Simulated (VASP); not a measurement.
Data:

```
CELL_PARAMETERS angstrom
      3.03783     0.00000     0.00000
      0.00000     3.03783     0.00000
      0.00000     0.00000     3.03783
ATOMIC_POSITIONS crystal
  Sc 0.00000 0.00000 0.00000
```

Computed with PBEsol GGA, VASP's PBE PAW potentials (set 64) (plane waves; VASP 6.6.1). Run with 400 eV cut-off, 11×11×11 Γ-centred mesh, first-order Methfessel-Paxton smearing of 0.10 eV, potentials Sc_sv.

Energy and stress use the plane-wave basis of the starting cell.

Q: The ions, cell shape and volume are relaxed. Predict the relaxed structure.

A: 
```
CELL_PARAMETERS angstrom
      2.91139     0.00000     0.00000
      0.00000     2.91139     0.00000
      0.00000     0.00000     2.91139
ATOMIC_POSITIONS crystal
  Sc 0.00000 0.00000 0.00000
```
Space group Pm-3m (221), at a tolerance of 0.03 Å.

Q: How do energy and volume change from the first to the last step?

A: The energy (σ→0) changes by -50.2 meV/atom and the volume by -12.0 %, in 3 ionic steps.

The structure was generated: Sc was put into the simple-cubic type (Pm-3m), which need not be its known phase. This run relaxes it. Symmetry was kept, so distortions that lower it aren't found.
